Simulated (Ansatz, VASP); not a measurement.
# Ru (Ruthenium) in two plane-wave programs, part 2 of 2

Aim: how closely do two programs agree when they are given the same cell, functional and k mesh? The cell is taken from a series of runs on this material, whose earlier steps may have relaxed, scaled, displaced or heated it; both programs get it as it stands.

VASP 6.6.1 and Ansatz 0.2.0.

So far: Set-up; Ansatz: zone-centre phonons, PBEsol; VASP: zone-centre phonons, PBEsol.

### Step 3. VASP: zone-centre phonons, PBEsol (continued)

Level of this step: PBEsol; plane waves and PAW (Ru_pv) (VASP).

Numbers of over 12 decimals in the logs are rounded to 6 here.

Parts of OUTCAR (step 3):

```text
ion  position               nearest neighbor table
   1  0.333  0.667  0.250-   2 2.66   2 2.66   2 2.66   2 2.66   2 2.66   2 2.66
   2  0.667  0.333  0.750-   1 2.66   1 2.66   1 2.66   1 2.66   1 2.66   1 2.66

  LATTYP: Found a hexagonal cell.
 ALAT       =     2.6788078477
 C/A-ratio  =     1.6179890361

 Subroutine GETGRP returns: Found 24 space group operations
 (whereof 12 operations were pure point group operations)

The static configuration has the point symmetry D_3d.
 The point group associated with its full space group is D_6h.

 Found    259 irreducible k-points:

   k-points           NKPTS =    259   k-points in BZ     NKDIM =    259   number of bands    NBANDS=     20

   dimension x,y,z NGX =    20 NGY =   20 NGZ =   32
   dimension x,y,z NGXF=    40 NGYF=   40 NGZF=   64

   ENCUT  =  500.0 eV  36.75 Ry    6.06 a.u.   4.88  4.88  7.90*2*pi/ulx,y,z

   NELECT =      28.0000    total number of electrons

 k-points in reciprocal lattice and weights: Automatic mesh
   0.00000000  0.00000000  0.00000000       0.000
   0.05555556  0.00000000  0.00000000       0.002
   0.11111111  0.00000000  0.00000000       0.002
   0.16666667 -0.00000000  0.00000000       0.002
   0.22222222  0.00000000  0.00000000       0.002
   0.27777778  0.00000000  0.00000000       0.002
   0.33333333 -0.00000000  0.00000000       0.002
   0.38888889 -0.00000000  0.00000000       0.002
   0.44444444  0.00000000  0.00000000       0.002
[...]
0.33333333  0.27777778  0.50000000       0.003
   0.33333333  0.33333333  0.50000000       0.001

 average (electrostatic) potential at core
       1 -66.9953       2 -66.9953

  Total       -0.0182779     -0.0182779     -1.9605137     -0.0000000      0.0000000      0.0000000
  in kB       -1.0871888     -1.0871888   -116.6137012     -0.0000000      0.0000000      0.0000000
  external PRESSURE =     -39.5960263 kB  Pullay stress =       0.0000000 kB

  energy-cutoff  :      500.00
  volume of cell :       26.94
      direct lattice vectors                 reciprocal lattice vectors
     2.678807848  0.000000000  0.000000000     0.373300385  0.215525078  0.000000000
    -1.339403924  2.319915648  0.000000000     0.000000000  0.431050155  0.000000000
     0.000000000  0.000000000  4.334281727     0.000000000  0.000000000  0.230718736

 POSITION                                       TOTAL-FORCE (eV/Angst)
 -----------------------------------------------------------------------------------
     -0.00000      1.54661      1.08357        -0.000000      0.000000      0.000000
      1.33940      0.77331      3.25071         0.000000      0.000000      0.000000
 -----------------------------------------------------------------------------------
    total drift:                               -0.000000      0.000000     -0.000000

 Eigenvectors and eigenvalues of the dynamical matrix
 ----------------------------------------------------

   1 f  =    7.295449 THz    45.838660 2PiTHz  243.349995 cm-1    30.171540 meV
             X         Y         Z           dx          dy          dz
     -0.000000  1.546610  1.083570     0.000000    0.000000    0.707107
      1.339404  0.773305  3.250711    -0.000000   -0.000000   -0.707107

   2 f  =    5.929053 THz    37.253339 2PiTHz  197.771923 cm-1    24.520582 meV
             X         Y         Z           dx          dy          dz
     -0.000000  1.546610  1.083570    -0.327884   -0.626492   -0.000000
      1.339404  0.773305  3.250711     0.327884    0.626492   -0.000000

   3 f  =    5.929053 THz    37.253339 2PiTHz  197.771923 cm-1    24.520582 meV
             X         Y         Z           dx          dy          dz
     -0.000000  1.546610  1.083570     0.626492   -0.327884   -0.000000
      1.339404  0.773305  3.250711    -0.626492    0.327884   -0.000000

   4 f  =    0.000000 THz     0.000000 2PiTHz    0.000002 cm-1     0.000000 meV
             X         Y         Z           dx          dy          dz
     -0.000000  1.546610  1.083570     0.627726   -0.313533    0.087504
      1.339404  0.773305  3.250711     0.627726   -0.313533    0.087504

   5 f/i=    0.000000 THz     0.000000 2PiTHz    0.000001 cm-1     0.000000 meV
             X         Y         Z           dx          dy          dz
     -0.000000  1.546610  1.083570    -0.322106   -0.570853    0.265282
      1.339404  0.773305  3.250711    -0.322106   -0.570853    0.265282

   6 f/i=    0.000000 THz     0.000001 2PiTHz    0.000003 cm-1     0.000000 meV
             X         Y         Z           dx          dy          dz
     -0.000000  1.546610  1.083570    -0.046984   -0.275361   -0.649591
      1.339404  0.773305  3.250711    -0.046984   -0.275361   -0.649591

 ELASTIC MODULI CONTR FROM IONIC RELAXATION (kBar)
 Direction    XX          YY          ZZ          XY          YZ          ZX
 --------------------------------------------------------------------------------
 XX         -60.7142     60.7142     -0.0000     -0.0000      0.0000     -0.0000
 YY          60.7142    -60.7142      0.0000     -0.0000     -0.0000      0.0000
 ZZ          -0.0000      0.0000     -0.0000     -0.0000      0.0000     -0.0000
 XY          -0.0000     -0.0000     -0.0000    -60.7142     -0.0000      0.0000
 YZ           0.0000     -0.0000      0.0000     -0.0000     -0.0000      0.0000
 ZX          -0.0000      0.0000     -0.0000      0.0000      0.0000     -0.0000
 --------------------------------------------------------------------------------
```

### Step 4. Differences

Known differences besides the potentials themselves: the data sets hold 32 valence electrons in Ansatz (on its PAW soft_1 files) and 28 in VASP; the cutoff is 420 eV in Ansatz and 500 eV in VASP; Ansatz makes its cores anew for this functional, VASP keeps those of its PBE data sets. Total energies have different zeros and are not compared.

Compared:

```
                  quantity  Ansatz   VASP  difference
optical mode 1 to 2 (cm⁻¹)   197.9  197.8     +0.08 %
     optical mode 3 (cm⁻¹)   243.4  243.3     +0.02 %
```

Modes are paired by rising frequency, not by their patterns, so a pair may set unlike modes beside each other; they are those without the splitting of longitudinal modes.

### Step 5. Outcome

```
r.m.s. difference of the optical zone-centre modes, each program's sorted by frequency (zone-centre phonons, PBEsol) : 0.14 cm⁻¹
```

The r.m.s. difference of the optical zone-centre modes, each program's sorted by frequency is 0.14 cm⁻¹ (zone-centre phonons, PBEsol). The data sets hold unlike numbers of valence electrons (32 in Ansatz and 28 in VASP), so part of the differences comes from the potentials. How closely two codes agree says nothing of how well the functional describes the real material.

[Lines on the potential files, build, host, timing and source positions are cut from VASP's logs without a mark.]

[Logs are printed without paths, hosts, clocks, repeated set-up lines and the standing remarks that a program may print on its own settings, such as how far it seeks lower states.]

[Hosts, paths, dates, database ids (printed as entryN), source tags and the programs' standing remarks are cut or masked in the printed files.]
